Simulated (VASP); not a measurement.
CsPbBr₃ (cubic perovskite):

```xyz
5
Lattice="5.8700 0.0000 0.0000 0.0000 5.8700 0.0000 0.0000 0.0000 5.8700" Properties=species:S:1:pos:R:3 pbc="T T T"
Cs     0.0000     0.0000     0.0000
Pb     2.9350     2.9350     2.9350
Br     2.9350     0.0000     2.9350
Br     0.0000     2.9350     2.9350
Br     2.9350     2.9350     0.0000
```

The lowest empty band near R, direction [100], from PBE with spin-orbit coupling in VASP (PAW); its two spin partners are averaged. The gap over the points computed is 0.45 eV, and the next band on that side lies 1.48 eV away at the edge.

Settings: 400 eV cut-off, 4×4×4 Γ-centred mesh, Gaussian smearing of 0.050 eV, potentials Cs_sv Pb_d Br.

```csv
distance from the edge in k (1/Å),distance in energy (meV)
0.012,6.0
0.018,13.2
0.025,24.7
0.035,45.8
0.050,84.5
0.070,142.8
```

Task: Fit E(1 + αE) = ħ²k²/2m* (ħ²/2m0 = 3.810 eV Å²) and predict the row at 0.095 1/Å.

Result: Least squares on the energies gives the electron mass m* = 0.088 m0 and α = 3.37 per eV, and so 222.8 meV. The run gave 218.0 meV, -4.8 meV from the fit.

Left out are points under 3 meV from the edge, since the levels carry 0.1 meV, and points farther than half the way to the next band.

The compound is CsPbBr3 in the cubic perovskite structure, the ideal cubic form; the compound distorts at low or room temperature. The cell was not relaxed at this level.
